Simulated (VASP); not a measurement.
An input for Ansatz (written as the equivalent of a VASP run, and not itself run):

Ansatz 0.2 input:
```yaml
crystal:
  lattice:
    - [1.6912496, -2.9293291, 0.0000000]
    - [1.6912496, 2.9293291, 0.0000000]
    - [0.0000000, 0.0000000, 5.7674649]
  atoms:
    - { symbol: Zn, position: [0.6666670, 0.3333330, 0.5062230] }
    - { symbol: Zn, position: [0.3333330, 0.6666670, 0.0062230] }
    - { symbol: S, position: [0.6666670, 0.3333330, 0.8687770] }
    - { symbol: S, position: [0.3333330, 0.6666670, 0.3687770] }
kpoints:
  mp_grid: { grid: [8, 8, 4] }
hamiltonian:
  xc: pbesol
  pseudopotentials: { kind: paw }
scf:
  occupations: { method: gaussian, width: 0.05 }
  max_iter: 100
relax:
  max_steps: 40
  f_tol: 0.02
  cell: { p_target: 45 }
output: { forces: true, stress: true, eigenvalues: true }
```

**Question.** Write the VASP files for the same calculation (PBEsol).

**Answer.** This is not unique; one that fits is 
**POSCAR**
```
ZnS
1.0
  1.6912496129  -2.9293291452   0.0000000000
  1.6912496129   2.9293291452   0.0000000000
  0.0000000000   0.0000000000   5.7674649228
Zn S
2 2
Direct
  0.6666670000   0.3333330000   0.5062229583
  0.3333330000   0.6666670000   0.0062229583
  0.6666670000   0.3333330000   0.8687770417
  0.3333330000   0.6666670000   0.3687770417
```

**KPOINTS**
```
K-points
0
gamma
8 8 4
0 0 0
```

### INCAR
```
SYSTEM = ZnS
PREC = Accurate
ENCUT = 500
EDIFF = 1E-6
NELM = 100
ALGO = Normal
LREAL = .FALSE.
LASPH = .TRUE.
ISMEAR = 0
SIGMA = 0.05
GGA = PS
LMAXMIX = 4
LWAVE = .FALSE.
LCHARG = .FALSE.
IBRION = 2
ISIF = 3
NSW = 40
EDIFFG = -0.02
PSTRESS = 450
```

POTCAR, in this order: Zn S (PBE.64 set). Program: vasp_std.

The two are equivalent in intent, not identical: each code has its own PAW files, so the cut-off isn't converted (ENCUT is set for VASP's; basis.ecutwfc is left out, and Ansatz then takes the one that its files recommend); Ansatz stops its SCF on the density residual and VASP on the energy change (EDIFF).

The compound is ZnS in the wurtzite structure, the high-temperature form. It was relaxed first under an external pressure of 45 GPa.
